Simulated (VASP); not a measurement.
Here is the system:

```xyz
2
Lattice="0.0000 2.9592 2.9592 2.9592 0.0000 2.9592 2.9592 2.9592 0.0000" Properties=species:S:1:pos:R:3 pbc="T T T"
Y      0.0000     0.0000     0.0000
B      2.9592     2.9592     2.9592
```

All values below come from PBEsol GGA, VASP's PBE PAW potentials (set 64) (plane waves; VASP). Run with 520 eV cut-off, 10×10×10 Γ-centred mesh, first-order Methfessel-Paxton smearing of 0.10 eV, potentials Y_sv B.

Energy and stress use the plane-wave basis of the starting cell.

Question: The ions, cell shape and volume are relaxed. Which structure does the run end with?

Answer: 
```xyz
2
Lattice="0.0000 2.6463 2.6463 2.6463 0.0000 2.6463 2.6463 2.6463 0.0000" Properties=species:S:1:pos:R:3 pbc="T T T"
Y      0.0000     0.0000     0.0000
B      2.6463     2.6463     2.6463
```
Space group Fm-3m (225), at a tolerance of 0.03 Å.

Question: How do energy and volume change from the first to the last step?

Answer: The energy (σ→0) changes by -492.0 meV/atom and the volume by -28.5 %, in 16 ionic steps.

The structure was generated: YB was put into the rock salt type (Fm-3m), which need not be its known phase. This run relaxes it. Symmetry was kept, so distortions that lower it aren't found.
